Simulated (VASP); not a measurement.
A VASP calculation is set up with these files.

**POSCAR**
```
YbB2
1
    3.2503000000     0.0000000000     0.0000000000
   -1.6251500000     2.8148420000     0.0000000000
    0.0000000000     0.0000000000     3.7315000000
Yb B
1 2
Direct
  0.0063560000   0.0098400000   0.0030860000
  0.3414500000   0.6662150000   0.5020610000
  0.6521930000   0.3239450000   0.4948520000
```

INCAR:
```
ALGO = Normal
EDIFF = 1E-6
ENCUT = 400
GGA = PS
ISIF = 2
ISMEAR = -1
ISPIN = 2
LASPH = .TRUE.
LCHARG = .FALSE.
LMAXMIX = 6
LORBIT = 11
LREAL = .FALSE.
LWAVE = .FALSE.
MAGMOM = 1.0 2*0.0
NELM = 100
PREC = Accurate
SIGMA = 0.136
SYSTEM = YbB2
```

### KPOINTS
```
kpoints
0
G
 6 6 5
0 0 0
```

POTCAR, in this order: Yb B (PBE.64 set). Program: vasp_std.

Question: Translate this PBEsol calculation to Ansatz.

Answer: One equivalent input (not run):
Ansatz 0.2 input:
```yaml
crystal:
  lattice:
    - [3.2503000, 0.0000000, 0.0000000]
    - [-1.6251500, 2.8148420, 0.0000000]
    - [0.0000000, 0.0000000, 3.7315000]
  atoms:
    - { symbol: Yb, position: [0.0063560, 0.0098400, 0.0030860], spin: 1 }
    - { symbol: B, position: [0.3414500, 0.6662150, 0.5020610] }
    - { symbol: B, position: [0.6521930, 0.3239450, 0.4948520] }
kpoints:
  mp_grid: { grid: [6, 6, 5] }
hamiltonian:
  xc: pbesol
  pseudopotentials: { kind: paw }
magnetization: { spin_polarized: true }
scf:
  occupations: { method: fermi_dirac, width: 0.136 }
  max_iter: 100
output: { forces: true, stress: true, eigenvalues: true }
```
What does not carry over: each code has its own PAW files, so the cut-off isn't converted (ENCUT is set for VASP's; basis.ecutwfc is left out, and Ansatz then takes the one that its files recommend); Ansatz stops its SCF on the density residual and VASP on the energy change (EDIFF).

The structure comes from a measured YbB2 entry of the Crystallography Open Database, whose conditions weren't checked. The cell was not relaxed at this level, atoms are displaced from their ideal sites. The k-mesh is coarse (spacing up to 0.37 per Å, 2π included), so the numbers may not be converged in it.
